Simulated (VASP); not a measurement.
Here is the system:

```
CELL_PARAMETERS angstrom
      0.00000     3.19925     3.19925
      3.19925     0.00000     3.19925
      3.19925     3.19925     0.00000
ATOMIC_POSITIONS crystal
  Mg 0.25000 0.25000 0.25000
  Mg 0.75000 0.75000 0.75000
  Si 0.00000 0.00000 0.00000
```

Level of theory: vdW-DF2, VASP's PBE PAW potentials (set 64) (plane waves; VASP). Settings: 520 eV cut-off, Gaussian smearing of 0.050 eV, potentials Mg Si.

Task: Give the energies of bands 2 to 7 at the high-symmetry points, in eV from the valence-band maximum.

Result: 
| band | Γ | X | U | L | W |
|---|---|---|---|---|---|
| 2 | 0.00 | -4.33 | -3.92 | -4.57 | -3.51 |
| 3 | 0.00 | -1.85 | -3.28 | -0.68 | -3.51 |
| 4 | 0.00 | -1.85 | -1.54 | -0.68 | -2.44 |
| 5 | 1.83 | 0.34 | 0.88 | 1.13 | 2.93 |
| 6 | 2.64 | 0.61 | 3.05 | 2.73 | 3.49 |
| 7 | 2.64 | 7.92 | 5.87 | 2.73 | 3.49 |

The gap is indirect, 0.34 eV, from the valence maximum at Γ to the conduction minimum at X.

Measured: gap 0.77 eV (computed value off by -0.43 eV), as given by Byungki Ryu et al., Journal of the Korean Physical Society (2019), arXiv:1905.06140.

The compound is Mg2Si in the antifluorite structure. It was relaxed first.
